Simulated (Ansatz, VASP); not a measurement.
# Cross-check of TiC between VASP and Ansatz, part 2 of 2

Aim: how closely do two programs agree when they are given the same cell, functional and k mesh? The cell is taken from a series of runs on this material, whose earlier steps may have relaxed, scaled, displaced or heated it; both programs get it as it stands.

VASP 6.6.1 and Ansatz 0.2.0.

So far: The structure; Ansatz: zone-centre phonons, LDA.

### Step 3. VASP: zone-centre phonons, LDA

Level of this step: LDA; plane waves and PAW (C, Ti_sv) (VASP).

The same cell, functional (in two slightly different forms), mesh and smearing now go to VASP, with its own data sets.

Lines of VASP's logs that name or quote its potential files are left out, and so is its time.

INCAR reads:

```
SYSTEM = TiC
PREC = Accurate
ENCUT = 600
EDIFF = 1E-08
NELM = 120
ISMEAR = 1
SIGMA = 0.2
LREAL = .FALSE.
ALGO = Normal
GGA = CA
NBANDS = 14
LASPH = .TRUE.
LORBIT = 11
LWAVE = .FALSE.
LCHARG = .FALSE.
ISIF = 2
IBRION = 8
GGA_COMPAT = .FALSE.
KPAR = 2
```

POSCAR reads:

```
TiC
1.0
   -0.0424110361      2.1089120134      2.1399934181
    2.1089120134     -0.0424110361      2.1399934181
    2.0665009773      2.0665009773      0.0000000000
C Ti
1 1
Direct
    0.5000000000      0.5000000000      0.5000000000
    0.0000000000      0.0000000000      0.0000000000
```

KPOINTS reads:

```
Automatic mesh
0
Gamma
16 16 16
0 0 0
```

The projector-augmented-wave data sets are C and Ti_sv (LDA family, release 64).

Started as:

```
> mpirun -np 2 vasp_std
```

Numbers of over 12 decimals in the logs are rounded to 6 here.

Output:

```text
[banner, memory and clock lines left out]
running    2 mpi-ranks, on    1 nodes
 distrk:  each k-point on    1 cores,    2 groups
 distr:  one band on    1 cores,    1 groups

 POSCAR found type information on POSCAR C Ti
 POSCAR found :  2 types and       2 ions
 LDA part: xc-table for (Slater(with rela. corr.)+CA(PZ))
 , standard interpolation
 POSCAR, INCAR and KPOINTS ok, starting setup
 FFT: planning ... GRIDC
 FFT: planning ... GRID_SOFT
 FFT: planning ... GRID
 WAVECAR not read
 entering main loop
       N       E                     dE             d eps       ncg     rms          rms(c)
DAV:   1     0.126302768144E+03    0.12630E+03   -0.88715E+03 17402   0.152E+03
DAV:   2    -0.172369181798E+02   -0.14354E+03   -0.13515E+03 18200   0.373E+02
DAV:   3    -0.255470879895E+02   -0.83102E+01   -0.81165E+01 23084   0.862E+01
DAV:   4    -0.258913380279E+02   -0.34425E+00   -0.34399E+00 21698   0.158E+01
DAV:   5    -0.258994333114E+02   -0.80953E-02   -0.80944E-02 23456   0.211E+00    0.193E+01
DAV:   6    -0.211072916457E+02    0.47921E+01   -0.12824E+01 25100   0.608E+01    0.681E+00
DAV:   7    -0.205504909629E+02    0.55680E+00   -0.21757E+00 20888   0.224E+01    0.551E+00
DAV:   8    -0.205207797976E+02    0.29711E-01   -0.11667E-01 19362   0.403E+00    0.332E+00
DAV:   9    -0.205138437283E+02    0.69361E-02   -0.91286E-02 21516   0.344E+00    0.688E-01
DAV:  10    -0.205131426448E+02    0.70108E-03   -0.98332E-03 24130   0.132E+00    0.604E-01
DAV:  11    -0.205116607678E+02    0.14819E-02   -0.42117E-03 18840   0.986E-01    0.138E-01
DAV:  12    -0.205116560676E+02    0.47003E-05   -0.33977E-04 19428   0.230E-01    0.310E-02
DAV:  13    -0.205116493353E+02    0.67323E-05   -0.14494E-05 25006   0.423E-02    0.800E-03
DAV:  14    -0.205116489659E+02    0.36935E-06   -0.49560E-07 19746   0.641E-03    0.214E-03
DAV:  15    -0.205116489296E+02    0.36322E-07   -0.75238E-08 26656   0.276E-03    0.370E-04
DAV:  16    -0.205116489274E+02    0.21821E-08   -0.59445E-09 12270   0.763E-04
   1 F= -.20511649E+02 E0= -.20511652E+02  d E =0.100036E-04
 Linear response reoptimize wavefunctions to high precision
DAV:   1    -0.205116489271E+02    0.34584E-09   -0.49000E-10 13172   0.210E-04
DAV:   2    -0.205116489271E+02   -0.79581E-11   -0.83118E-11 10362   0.852E-05
 Linear response DOF=           4
 Linear response progress:
  Degree of freedom:   1/  4
       N       E                     dE             d eps       ncg     rms          rms(c)
RMM:   1    -0.127321855439E+00   -0.12732E+00   -0.62617E-02 66325   0.241E+00
RMM:   2    -0.116631615188E+00    0.10690E-01   -0.60533E-03 60966   0.600E-01    0.151E-01
RMM:   3    -0.117263049565E+00   -0.63143E-03   -0.20885E-03 63699   0.255E-01    0.688E-02
RMM:   4    -0.118292903796E+00   -0.10299E-02   -0.75483E-04 64953   0.153E-01    0.148E-02
RMM:   5    -0.118422643225E+00   -0.12974E-03   -0.16836E-04 74162   0.623E-02    0.298E-03
RMM:   6    -0.118411806820E+00    0.10836E-04   -0.22627E-05 73340   0.259E-02    0.156E-03
RMM:   7    -0.118407608579E+00    0.41982E-05   -0.48991E-06 75030   0.124E-02    0.763E-04
RMM:   8    -0.118411814310E+00   -0.42057E-05   -0.10832E-06 74179   0.620E-03    0.379E-04
RMM:   9    -0.118409809508E+00    0.20048E-05   -0.23680E-07 75500   0.334E-03    0.139E-04
RMM:  10    -0.118409682431E+00    0.12708E-06   -0.64898E-07 72665   0.180E-03    0.898E-05
RMM:  11    -0.118409790604E+00   -0.10817E-06   -0.65825E-08 74186   0.101E-03    0.612E-05
RMM:  12    -0.118409787263E+00    0.33408E-08    0.99024E-08 77850   0.539E-04    0.590E-05
 first order change of Fermi-energy   0.67127E-03
 force on displaced ion       1 direction 1 : -12.166   1.062   0.000
 Linear response progress:
  Degree of freedom:   2/  4
       N       E                     dE             d eps       ncg     rms          rms(c)
RMM:   1    -0.125433205752E+00   -0.12543E+00   -0.52820E-02 37878   0.225E+00
RMM:   2    -0.116078108768E+00    0.93551E-02   -0.54783E-03 33834   0.560E-01    0.147E-01
RMM:   3    -0.116696409016E+00   -0.61830E-03   -0.18510E-03 34838   0.240E-01    0.672E-02
RMM:   4    -0.117694975222E+00   -0.99857E-03   -0.73220E-04 35797   0.147E-01    0.144E-02
RMM:   5    -0.117822625559E+00   -0.12765E-03   -0.14794E-04 40784   0.572E-02    0.292E-03
RMM:   6    -0.117802511387E+00    0.20114E-04   -0.20293E-05 39919   0.233E-02    0.129E-03
RMM:   7    -0.117799129306E+00    0.33821E-05   -0.42338E-06 41340   0.108E-02    0.667E-04
RMM:   8    -0.117804355314E+00   -0.52260E-05   -0.97641E-07 40867   0.532E-03    0.321E-04
RMM:   9    -0.117802717161E+00    0.16382E-05   -0.49551E-07 41531   0.289E-03    0.130E-04
RMM:  10    -0.117802554447E+00    0.16271E-06   -0.63372E-07 40520   0.152E-03    0.486E-05
RMM:  11    -0.117802633239E+00   -0.78793E-07   -0.26197E-08 42474   0.811E-04    0.129E-05
RMM:  12    -0.117802598230E+00    0.35009E-07   -0.10686E-07 42266   0.422E-04    0.871E-06
RMM:  13    -0.117802614800E+00   -0.16570E-07   -0.10802E-07 40774   0.246E-04    0.209E-05
RMM:  14    -0.117802608662E+00    0.61376E-08   -0.30694E-08 39870   0.156E-04    0.165E-05
 first order change of Fermi-energy   0.60460E-03
 force on displaced ion       1 direction 3 :   0.000   0.000 -10.547
 Linear response progress:
  Degree of freedom:   3/  4
       N       E                     dE             d eps       ncg     rms          rms(c)
RMM:   1    -0.662637581005E+00   -0.66264E+00    0.92244E+00 30858   0.131E+02
RMM:   2    -0.636895336716E+00    0.25742E-01   -0.23911E-01 52681   0.504E+00    0.231E-01
RMM:   3    -0.635996179503E+00    0.89916E-03   -0.18873E-02 63053   0.120E+00    0.114E-01
RMM:   4    -0.635270108324E+00    0.72607E-03   -0.73702E-03 69289   0.517E-01    0.213E-02
RMM:   5    -0.635800594077E+00   -0.53049E-03   -0.11797E-03 73610   0.207E-01    0.101E-02
RMM:   6    -0.636112226117E+00   -0.31163E-03   -0.31730E-04 74011   0.908E-02    0.736E-03
RMM:   7    -0.636375352787E+00   -0.26313E-03   -0.82642E-05 68418   0.457E-02    0.271E-03
RMM:   8    -0.636558618171E+00   -0.18327E-03   -0.39985E-05 70485   0.258E-02    0.262E-03
RMM:   9    -0.636461526393E+00    0.97092E-04   -0.21872E-05 69095   0.154E-02    0.770E-04
RMM:  10    -0.636484575371E+00   -0.23049E-04   -0.17102E-05 74584   0.888E-03    0.256E-04
RMM:  11    -0.636498181243E+00   -0.13606E-04   -0.12400E-05 74485   0.579E-03    0.688E-05
RMM:  12    -0.636495941894E+00    0.22393E-05   -0.95123E-06 77101   0.400E-03    0.869E-05
RMM:  13    -0.636494386097E+00    0.15558E-05   -0.71015E-06 75111   0.299E-03    0.167E-04
RMM:  14    -0.636497549847E+00   -0.31637E-05   -0.63480E-06 68953   0.238E-03    0.102E-04
[...]
RMM:  27    -0.636502229432E+00   -0.57382E-07   -0.47626E-07 67753   0.358E-04    0.913E-06
RMM:  28    -0.636502234327E+00   -0.48948E-08   -0.38888E-07 65418   0.316E-04    0.111E-05
RMM:  29    -0.636502242950E+00   -0.86234E-08   -0.34295E-07 45162   0.281E-04    0.130E-05
RMM:  30    -0.636502259904E+00   -0.16954E-07   -0.27269E-07 58919   0.253E-04    0.141E-05
RMM:  31    -0.636502264068E+00   -0.41642E-08   -0.23017E-07 41596   0.226E-04    0.156E-05
RMM:  32    -0.636502262626E+00    0.14425E-08   -0.18394E-07 56008   0.203E-04    0.162E-05
RMM:  33    -0.636502263332E+00   -0.70615E-09   -0.16432E-07 38858   0.182E-04    0.176E-05
RMM:  34    -0.636502269448E+00   -0.61159E-08   -0.14001E-07 49410   0.164E-04    0.182E-05
 first order change of Fermi-energy  -0.97840E-04
 force on displaced ion       2 direction 1 : -12.153   1.061   0.000
 Linear response progress:
  Degree of freedom:   4/  4
       N       E                     dE             d eps       ncg     rms          rms(c)
RMM:   1    -0.684285103770E+00   -0.68429E+00    0.72272E+00 17530   0.130E+02
RMM:   2    -0.657980551175E+00    0.26305E-01   -0.23301E-01 29311   0.496E+00    0.231E-01
RMM:   3    -0.657377562685E+00    0.60299E-03   -0.18853E-02 34872   0.119E+00    0.113E-01
RMM:   4    -0.656811373877E+00    0.56619E-03   -0.74949E-03 38548   0.513E-01    0.210E-02
RMM:   5    -0.657435287555E+00   -0.62391E-03   -0.11282E-03 40642   0.201E-01    0.978E-03
RMM:   6    -0.657743183242E+00   -0.30790E-03   -0.30035E-04 40825   0.874E-02    0.712E-03
RMM:   7    -0.657996601222E+00   -0.25342E-03   -0.72193E-05 37917   0.433E-02    0.246E-03
RMM:   8    -0.658186730067E+00   -0.19013E-03   -0.33481E-05 38862   0.246E-02    0.272E-03
RMM:   9    -0.658083622728E+00    0.10311E-03   -0.17853E-05 37857   0.146E-02    0.829E-04
RMM:  10    -0.658109306136E+00   -0.25683E-04   -0.10705E-05 41052   0.830E-03    0.236E-04
RMM:  11    -0.658122534399E+00   -0.13228E-04   -0.81680E-06 41110   0.533E-03    0.702E-05
RMM:  12    -0.658120095286E+00    0.24391E-05   -0.60372E-06 42325   0.366E-03    0.810E-05
RMM:  13    -0.658120510871E+00   -0.41558E-06   -0.46131E-06 43203   0.267E-03    0.101E-04
RMM:  14    -0.658119859540E+00    0.65133E-06   -0.33377E-06 40417   0.211E-03    0.143E-04
[...]
RMM:  23    -0.658126571136E+00   -0.40503E-06   -0.31270E-07 37237   0.515E-04    0.173E-05
RMM:  24    -0.658126461526E+00    0.10961E-06   -0.26464E-07 40661   0.441E-04    0.141E-05
RMM:  25    -0.658126182550E+00    0.27898E-06   -0.22041E-07 35308   0.391E-04    0.547E-06
RMM:  26    -0.658126018099E+00    0.16445E-06   -0.20289E-07 38103   0.343E-04    0.220E-06
RMM:  27    -0.658126010907E+00    0.71920E-08   -0.16840E-07 37664   0.302E-04    0.249E-06
RMM:  28    -0.658126016545E+00   -0.56376E-08   -0.13012E-07 33791   0.267E-04    0.462E-06
RMM:  29    -0.658126026960E+00   -0.10415E-07   -0.95971E-08 29002   0.237E-04    0.659E-06
RMM:  30    -0.658126030011E+00   -0.30511E-08   -0.75848E-08 23834   0.211E-04    0.802E-06
 first order change of Fermi-energy  -0.41881E-03
 force on displaced ion       2 direction 3 :   0.000   0.000 -10.554
 Linear response finished
```

OUTCAR, selected parts (step 3):

```text
ion  position               nearest neighbor table
   1  0.500  0.500  0.500-   2 2.11   2 2.11   2 2.11   2 2.11   2 2.14   2 2.14
   2  0.000  0.000  0.000-   1 2.11   1 2.11   1 2.11   1 2.11   1 2.14   1 2.14

  LATTYP: Found a body centered orthorhombic cell.
 ALAT       =     2.9224737088
 B/A-ratio  =     1.0410462289
 C/A-ratio  =     1.4645082429

 Subroutine GETGRP returns: Found  8 space group operations
 (whereof  8 operations were pure point group operations)

The static configuration has the point symmetry D_2h.

 Found    621 irreducible k-points:

   k-points           NKPTS =    621   k-points in BZ     NKDIM =    621   number of bands    NBANDS=     14

   dimension x,y,z NGX =    24 NGY =   24 NGZ =   24
   dimension x,y,z NGXF=    48 NGYF=   48 NGZF=   48

   ENCUT  =  600.0 eV  44.10 Ry    6.64 a.u.   6.00  6.00  5.84*2*pi/ulx,y,z

   NELECT =      16.0000    total number of electrons

 k-points in reciprocal lattice and weights: Automatic mesh
   0.00000000  0.00000000  0.00000000       0.000
   0.06250000  0.00000000  0.00000000       0.001
   0.12500000  0.00000000  0.00000000       0.001
   0.18750000  0.00000000  0.00000000       0.001
   0.25000000  0.00000000  0.00000000       0.001
   0.31250000  0.00000000  0.00000000       0.001
   0.37500000  0.00000000  0.00000000       0.001
   0.43750000  0.00000000  0.00000000       0.001
   0.50000000  0.00000000  0.00000000       0.000
[...]
0.25000000  0.25000000  0.50000000       0.000
  -0.25000000  0.25000000  0.50000000       0.000

 average (electrostatic) potential at core
       1 -47.9404       2 -70.1828

  Total        0.9378382      0.9378382      0.0669339      0.8599151      0.0000000      0.0000000
  in kB       78.9686678     78.9686678      5.6360254     72.4073168      0.0000000      0.0000000
  external PRESSURE =      54.5244537 kB  Pullay stress =       0.0000000 kB

  energy-cutoff  :      600.00
  volume of cell :       19.03
      direct lattice vectors                 reciprocal lattice vectors
    -0.042411036  2.108912013  2.139993418    -0.232415118  0.232415118  0.233645578
     2.108912013 -0.042411036  2.139993418     0.232415118 -0.232415118  0.233645578
     2.066500977  2.066500977  0.000000000     0.241954882  0.241954882 -0.233645578

 POSITION                                       TOTAL-FORCE (eV/Angst)
 -----------------------------------------------------------------------------------
      2.06650      2.06650      2.13999        -0.000000     -0.000000      0.000000
      0.00000      0.00000      0.00000         0.000000      0.000000     -0.000000
 -----------------------------------------------------------------------------------
    total drift:                                0.000000     -0.000000     -0.000000

 Eigenvectors and eigenvalues of the dynamical matrix
 ----------------------------------------------------

   1 f  =   18.346842 THz   115.276608 2PiTHz  611.984776 cm-1    75.876408 meV
             X         Y         Z           dx          dy          dz
      2.066501  2.066501  2.139993     0.632302   -0.632302   -0.000000
      0.000000  0.000000  0.000000    -0.316535    0.316535    0.000000

   2 f  =   16.809378 THz   105.616436 2PiTHz  560.700494 cm-1    69.517970 meV
             X         Y         Z           dx          dy          dz
      2.066501  2.066501  2.139993     0.632305    0.632305    0.000000
      0.000000  0.000000  0.000000    -0.316529   -0.316529    0.000000

   3 f  =   16.385626 THz   102.953925 2PiTHz  546.565652 cm-1    67.765474 meV
             X         Y         Z           dx          dy          dz
      2.066501  2.066501  2.139993    -0.000000   -0.000000    0.894066
      0.000000  0.000000  0.000000     0.000000    0.000000   -0.447936

   4 f/i=    0.002018 THz     0.012680 2PiTHz    0.067316 cm-1     0.008346 meV
             X         Y         Z           dx          dy          dz
      2.066501  2.066501  2.139993     0.000000    0.000000   -0.447936
      0.000000  0.000000  0.000000    -0.000000    0.000000   -0.894066

   5 f/i=    0.003496 THz     0.021966 2PiTHz    0.116613 cm-1     0.014458 meV
             X         Y         Z           dx          dy          dz
      2.066501  2.066501  2.139993     0.316529    0.316529    0.000000
      0.000000  0.000000  0.000000     0.632305    0.632305    0.000000

   6 f/i=    0.003636 THz     0.022847 2PiTHz    0.121291 cm-1     0.015038 meV
             X         Y         Z           dx          dy          dz
      2.066501  2.066501  2.139993     0.316535   -0.316535    0.000000
      0.000000  0.000000  0.000000     0.632302   -0.632302    0.000000

 ELASTIC MODULI CONTR FROM IONIC RELAXATION (kBar)
 Direction    XX          YY          ZZ          XY          YZ          ZX
 --------------------------------------------------------------------------------
 XX           0.0000      0.0000      0.0000      0.0000      0.0000      0.0000
 YY           0.0000      0.0000      0.0000      0.0000      0.0000      0.0000
 ZZ           0.0000      0.0000      0.0000      0.0000      0.0000      0.0000
 XY           0.0000      0.0000      0.0000      0.0000      0.0000      0.0000
 YZ           0.0000      0.0000      0.0000      0.0000      0.0000      0.0000
 ZX           0.0000      0.0000      0.0000      0.0000      0.0000      0.0000
 --------------------------------------------------------------------------------
```

### Step 4. Side by side

Known differences besides the potentials themselves: the two LDA forms differ slightly; the cutoff is 420 eV in Ansatz and 600 eV in VASP; VASP's log shows a relativistic correction to its local exchange, Ansatz's none. Total energies have different zeros and are not compared.

The two programs side by side:

```
             quantity  Ansatz   VASP  difference
optical mode 1 (cm⁻¹)   544.7  546.6     -0.33 %
optical mode 2 (cm⁻¹)   558.0  560.7     -0.47 %
optical mode 3 (cm⁻¹)   609.6  612.0     -0.39 %
```

Modes are paired by rising frequency, not by their patterns, so a pair may set unlike modes beside each other; they are those without the splitting of longitudinal modes.

### Step 5. Results

```
r.m.s. difference of the optical zone-centre modes, each program's sorted by frequency (zone-centre phonons, LDA) : 2.3 cm⁻¹
```

**Reading.** The r.m.s. difference of the optical zone-centre modes, each program's sorted by frequency is 2.3 cm⁻¹ (zone-centre phonons, LDA). How closely two codes agree says nothing of how well the functional describes the real material.

[Lines on the potential files, build, host, timing and source positions are cut from VASP's logs without a mark.]

[Logs are printed without paths, hosts, clocks, repeated set-up lines and the standing remarks that a program may print on its own settings, such as how far it seeks lower states.]

[Hosts, paths, dates, database ids (printed as entryN), source tags and the programs' standing remarks are cut or masked in the printed files.]
